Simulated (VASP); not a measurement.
All values below come from PBE GGA, VASP's PBE PAW potentials (set 64) (plane waves; VASP).

The input files of a VASP run:

POSCAR:
```
V
1.0
 -1.4944475718   1.4944475718   1.4944475718
  1.4944475718  -1.4944475718   1.4944475718
  1.4944475718   1.4944475718  -1.4944475718
V
1
Cartesian
  0.0000000000   0.0000000000   0.0000000000
```

INCAR:
```
SYSTEM = V
PREC = Accurate
ENCUT = 400
EDIFF = 1E-6
NELM = 100
ALGO = Normal
LREAL = .FALSE.
LASPH = .TRUE.
ISMEAR = 1
SIGMA = 0.1
GGA = PE
LMAXMIX = 4
LWAVE = .FALSE.
LCHARG = .FALSE.
IBRION = 2
ISIF = 3
NSW = 60
EDIFFG = -0.01
```

### KPOINTS
```
K-points
0
G
 15 15 15
0 0 0
```

POTCAR, in this order: V_sv (PBE.64 set). Program: vasp_std.

The run wrote:

OSZICAR:
```
       N       E                     dE             d eps       ncg     rms          rms(c)
DAV:   1     0.696338371179E+02    0.69634E+02   -0.64293E+03  2408   0.118E+03
DAV:   2    -0.913005665684E+01   -0.78764E+02   -0.76921E+02  2460   0.327E+02
DAV:   3    -0.103575764690E+02   -0.12275E+01   -0.11997E+01  2512   0.472E+01
DAV:   4    -0.103647402470E+02   -0.71638E-02   -0.70577E-02  2434   0.384E+00
DAV:   5    -0.103648085505E+02   -0.68303E-04   -0.68301E-04  2504   0.374E-01    0.186E+01
DAV:   6    -0.902028470740E+01    0.13445E+01   -0.54134E+00  2410   0.348E+01    0.183E+00
DAV:   7    -0.900121288229E+01    0.19072E-01   -0.17384E-02  2414   0.176E+00    0.101E+00
DAV:   8    -0.899260772182E+01    0.86052E-02   -0.62640E-03  2426   0.132E+00    0.455E-02
DAV:   9    -0.899263509867E+01   -0.27377E-04   -0.50078E-05  2404   0.113E-01    0.266E-02
DAV:  10    -0.899263955021E+01   -0.44515E-05   -0.62125E-06  2434   0.300E-02    0.280E-03
DAV:  11    -0.899264014889E+01   -0.59868E-06   -0.42683E-07  1202   0.102E-02
   1 F= -.89926401E+01 E0= -.89930589E+01  d E =-.899264E+01
       N       E                     dE             d eps       ncg     rms          rms(c)
DAV:   1    -0.899385268739E+01   -0.12131E-02   -0.25703E-02  2400   0.282E+00    0.384E-01
DAV:   2    -0.899265479718E+01    0.11979E-02   -0.53885E-03  2404   0.107E+00    0.758E-02
DAV:   3    -0.899264200731E+01    0.12790E-04   -0.14408E-05  2398   0.489E-02    0.452E-02
DAV:   4    -0.899263471467E+01    0.72926E-05   -0.11029E-05  2404   0.425E-02    0.268E-03
DAV:   5    -0.899263443071E+01    0.28396E-06   -0.16600E-07  1200   0.603E-03
   2 F= -.89926344E+01 E0= -.89930541E+01  d E =0.571818E-05
       N       E                     dE             d eps       ncg     rms          rms(c)
DAV:   1    -0.899306622785E+01   -0.43151E-03   -0.88028E-03  2400   0.165E+00    0.224E-01
DAV:   2    -0.899265419591E+01    0.41203E-03   -0.18512E-03  2404   0.624E-01    0.439E-02
DAV:   3    -0.899264939457E+01    0.48013E-05   -0.49272E-06  2378   0.286E-02    0.261E-02
DAV:   4    -0.899264809725E+01    0.12973E-05   -0.37925E-06  2312   0.250E-02    0.160E-03
DAV:   5    -0.899264829849E+01   -0.20123E-06   -0.59175E-08  1200   0.362E-03
   3 F= -.89926483E+01 E0= -.89930675E+01  d E =-.814960E-05
```

File OUTCAR:
```
------------------------ aborting loop because EDIFF is reached ----------------------------------------
  FORCE on cell =-STRESS in cart. coord.  units (eV):
  Direction    XX          YY          ZZ          XY          YZ          ZX
  --------------------------------------------------------------------------------------
  Total       -0.0009018     -0.0009018     -0.0009018     -0.0000000     -0.0000000      0.0000000
  in kB       -0.1083254     -0.1083254     -0.1083254     -0.0000000     -0.0000000      0.0000000
  external PRESSURE =      -0.1083254 kB  Pullay stress =       0.0000000 kB
  volume of cell :       13.34
      direct lattice vectors                 reciprocal lattice vectors
    -1.493967469  1.493967469  1.493967469     0.000000000  0.334679309  0.334679309
     1.493967469 -1.493967469  1.493967469     0.334679309  0.000000000  0.334679309
     1.493967469  1.493967469 -1.493967469     0.334679309  0.334679309  0.000000000
 POSITION                                       TOTAL-FORCE (eV/Angst)
 -----------------------------------------------------------------------------------
      0.00000     -0.00000      0.00000         0.000000      0.000000     -0.000000
 -----------------------------------------------------------------------------------
    total drift:                                0.000000      0.000000      0.000000
  FREE ENERGIE OF THE ION-ELECTRON SYSTEM (eV)
  ---------------------------------------------------
  free  energy   TOTEN  =        -8.9926482985 eV

  energy  without entropy=       -8.9939059644  energy(sigma->0) =       -8.99306752

 reached required accuracy - stopping structural energy minimisation
```
(Selected blocks of OUTCAR.)

### CONTCAR
```
V
   1.00000000000000
    -1.4939674686088082    1.4939674686088082    1.4939674686088082
     1.4939674686088082   -1.4939674686088082    1.4939674686088082
     1.4939674686088082    1.4939674686088082   -1.4939674686088082
  V
     1
Direct
     0.0000000000000000    0.0000000000000000    0.0000000000000000
```

The compound is V in the bcc structure. This run relaxes it. Symmetry was kept, so distortions that lower it aren't found. The start is the result of an earlier pass. The run is not spin-polarised, so no magnetic state was tried.
